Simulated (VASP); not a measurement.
An input for Quantum ESPRESSO's pw.x (written as the equivalent of a VASP run, and not itself run):

```
&CONTROL
  calculation = 'vc-relax'
  pseudo_dir = './pseudo'
  outdir = './out'
  tprnfor = .true.
  tstress = .true.
  nstep = 50
  forc_conv_thr = 0.00019
/
&SYSTEM
  ibrav = 0
  nat = 3
  ntyp = 2
  ecutwfc = 84
  occupations = 'smearing'
  smearing = 'gaussian'
  degauss = 0.000735
  input_dft = 'pz'
/
&ELECTRONS
  conv_thr = 7.3e-11
  electron_maxstep = 100
/
&IONS
/
&CELL
/
ATOMIC_SPECIES
  Ba 137.327 Ba.upf
  F 18.998 F.upf
CELL_PARAMETERS angstrom
     0.0000000    3.0811140    3.0811140
     3.0811140    0.0000000    3.0811140
     3.0811140    3.0811140    0.0000000
ATOMIC_POSITIONS crystal
  Ba   0.0000000  0.0000000  0.0000000
  F    0.2500000  0.2500000  0.2500000
  F    0.7500000  0.7500000  0.7500000
K_POINTS automatic
  13 13 13 0 0 0
```

Task: Translate this input to VASP (INCAR, KPOINTS, POSCAR, choice of POTCAR).

Result: One answer among several that fit: 
POSCAR:
```
BaF2
1.0
  0.0000000000   3.0811140000   3.0811140000
  3.0811140000   0.0000000000   3.0811140000
  3.0811140000   3.0811140000   0.0000000000
Ba F
1 2
Cart
  0.0000000000   0.0000000000   0.0000000000
  1.5405570000   1.5405570000   1.5405570000
  4.6216710000   4.6216710000   4.6216710000
```

### INCAR
```
SYSTEM = BaF2
PREC = Accurate; ENCUT = 560; LREAL = .FALSE.
LASPH = .TRUE.
EDIFF = 1E-09; NELM = 100; ALGO = Normal
LMAXMIX = 4
ISMEAR = 0; SIGMA = 0.01
IBRION = 2; NSW = 50; ISIF = 3
EDIFFG = -0.005
LWAVE = .FALSE.; LCHARG = .FALSE.
```

**KPOINTS**
```
kpoints
0
gamma
13 13 13
0 0 0
```

POTCAR, in this order: Ba_sv F (LDA.64 set). Program: vasp_std.

Limits of the translation: the potentials are each code's own (VASP's PAW set, PseudoDojo norm-conserving files in pw.x), so ENCUT and ecutwfc are chosen apart and not converted; conv_thr bounds pw.x's estimated SCF error, while EDIFF bounds the energy change between steps; forc_conv_thr acts on force components and is met together with etot_conv_thr.

The structure comes from a computed database's BaF2 entry; how it stands against other phases isn't given here. This run relaxes it. Symmetry was kept, so distortions that lower it aren't found. The run is one of a series of settings (EDIFF = 1E-09, EDIFFG = -0.005, ENCUT = 560, IBRION = 2, ISIF = 3, NSW = 50, KPOINTS 13×13×13 Γ-centred mesh against the base run), some of them coarse on purpose.
